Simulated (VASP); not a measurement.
**C: single point with optB88-vdW**

Crystal: C.

```
C
1.0
     2.46100    0.00000    0.00000
    -1.23050    2.13129    0.00000
     0.00000    0.00000    6.17136
C
4
Direct
  0.00000 0.00000 0.25000
  0.33333 0.66667 0.25000
  0.00000 0.00000 0.75000
  0.66667 0.33333 0.75000
```

The cell was built by a generator and needn't be a form met in nature.

| Property | Result |
| --- | --- |
| Program | VASP 6.6.1 |
| Task | single point |
| Functional | optB88-vdW |
| Potentials or basis | VASP PAW PBE potentials, release 64 (C) |
| Cutoff | 520 eV |
| k mesh | 16 × 16 × 4 |
| Occupations | fermi-dirac, width 0.05 eV |
| Spin | no spin polarisation |
| Further INCAR settings | ALGO = Fast; EDIFF = 1e-06 |

```yaml
Pressure: 3.5 GPa
Band_gap_on_the_k_mesh: 0.27 eV, direct
```

Stress tensor (GPa, compression positive):
```
2.46 0.00 0.00
0.00 2.46 0.00
0.00 0.00 5.58
```

Levels at points of the mesh, in eV from the valence-band top:
```
           k point  band 5  band 6  band 7  band 8  band 9  band 10  band 11  band 12
(0.00, 0.00, 0.00)   -3.01   -3.01   -2.96   -2.96    5.11     8.49     8.56     8.59
(0.50, 0.00, 0.00)   -6.39   -6.27   -2.95   -1.91    1.72     2.57     7.31     8.03
(0.00, 0.00, 0.50)   -2.99   -2.99   -2.99   -2.99    8.54     8.54     8.54     8.54
(0.50, 0.00, 0.50)   -6.33   -6.33   -2.26   -2.26    1.74     1.74     7.66     7.66
```

Run time: 32 s on 1 thread of Intel(R) Xeon(R) 6975P-C (Granite Rapids), on a shared host, peak memory 0.28 GiB.

Caveat: the PAW data sets were made with another functional, which shifts forces and pressure a little. A k mesh can miss the band edges.
